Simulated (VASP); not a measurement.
Given:

```yaml
crystal:
  lattice:
    - [0.00000, 2.77427, 2.77427]
    - [2.77427, 0.00000, 2.77427]
    - [2.77427, 2.77427, 0.00000]
  atoms:
    - { symbol: Se, position: [0.50000, 0.50000, 0.50000] }
    - { symbol: Lu, position: [0.00000, 0.00000, 0.00000] }
```

These are PBEsol GGA with spin-orbit coupling, VASP's PBE PAW potentials (set 64) (plane waves; VASP 6.6.1) values and carry that method's errors. Settings: 400 eV cut-off, 10×10×10 Γ-centred mesh, Gaussian smearing of 0.050 eV, potentials Se Lu_3.

### Question
Give the energies of bands 9 to 21 at the high-symmetry points, in eV from the Fermi level.

### Answer

```tsv
band	Γ	X	U	L	W
9	-3.48	-6.12	-6.11	-7.88	-5.84
10	-3.48	-6.12	-6.11	-7.88	-5.84
11	-2.95	-4.43	-5.90	-5.31	-5.69
12	-2.95	-4.43	-5.90	-5.31	-5.69
13	-2.95	-3.99	-4.76	-5.15	-5.54
14	-2.95	-3.99	-4.76	-5.15	-5.54
15	-0.33	-2.48	-0.74	1.55	0.87
16	-0.33	-2.48	-0.74	1.55	0.87
17	-0.33	1.14	2.53	2.53	1.02
18	-0.33	1.14	2.53	2.53	1.02
19	-0.16	1.99	3.06	2.72	1.74
20	-0.16	1.99	3.06	2.72	1.74
21	0.34	3.64	3.22	2.89	3.51
```

It has no gap at this level: it comes out as a metal or semimetal.

The structure comes from a measured LuSe entry (Fm-3m) of the Crystallography Open Database, whose conditions weren't checked. It was relaxed first.
